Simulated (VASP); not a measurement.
VASP input:

KPOINTS:
```
Regular mesh
0
G
  8 8 5
0 0 0
```

### POSCAR
```
PtS2
1
    1.7934412380    -3.1063314179     0.0000000000
    1.7934412380     3.1063314179     0.0000000000
    0.0000000000     0.0000000000     4.8684193068
Pt S
1 2
Direct
  0.0000000000   0.0000000000   0.0000000000
  0.3333330000   0.6666670000   0.2507925845
  0.6666670000   0.3333330000   0.7492074155
```

**INCAR**
```
# general
SYSTEM    =  PtS2
PREC      =  Accurate
ENCUT     =  520
LREAL     =  F
LASPH     =  T

# electronic loop
EDIFF     =  1E-7
NELM      =  100
ALGO      =  Normal
LMAXMIX   =  6

# smearing
ISMEAR    =  -5

# functional
GGA       =  MK
LUSE_VDW  =  T
AGGAC     =  0.0
PARAM1    =  0.1234568
PARAM2    =  0.7114
ZAB_VDW   =  -1.8867

# ions
ISIF      =  2

# output
LWAVE     =  F
LCHARG    =  T
LORBIT    =  11
NEDOS     =  601

# other
LEFG      =  T
```

POTCAR, in this order: Pt S (PBE.64 set). Program: vasp_std.

**Question.** Translate this rev-vdW-DF2 calculation to Quantum ESPRESSO's pw.x.

**Answer.** One equivalent input (not run):
```
&CONTROL
  calculation = 'scf'
  pseudo_dir = './pseudo'
  outdir = './out'
  tprnfor = .true.
  tstress = .true.
/
&SYSTEM
  ibrav = 0
  nat = 3
  ntyp = 2
  ecutwfc = 84
  occupations = 'tetrahedra'
  input_dft = 'vdw-df2-b86r'
/
&ELECTRONS
  conv_thr = 7.3e-09
  electron_maxstep = 100
/
ATOMIC_SPECIES
  Pt 195.084 Pt.upf
  S 32.060 S.upf
CELL_PARAMETERS angstrom
     1.7934412   -3.1063314    0.0000000
     1.7934412    3.1063314    0.0000000
     0.0000000    0.0000000    4.8684193
ATOMIC_POSITIONS crystal
  Pt   0.0000000  0.0000000  0.0000000
  S    0.3333330  0.6666670  0.2507926
  S    0.6666670  0.3333330  0.7492074
K_POINTS automatic
  8 8 5 0 0 0
```
The two are equivalent in intent, not identical: the potentials are each code's own (VASP's PAW set, PseudoDojo norm-conserving files in pw.x), so ENCUT and ecutwfc are chosen apart and not converted; conv_thr bounds pw.x's estimated SCF error, while EDIFF bounds the energy change between steps; the field gradients of LEFG aren't asked of the other code.

The compound is PtS2 in the 1T layered structure. It was relaxed first.
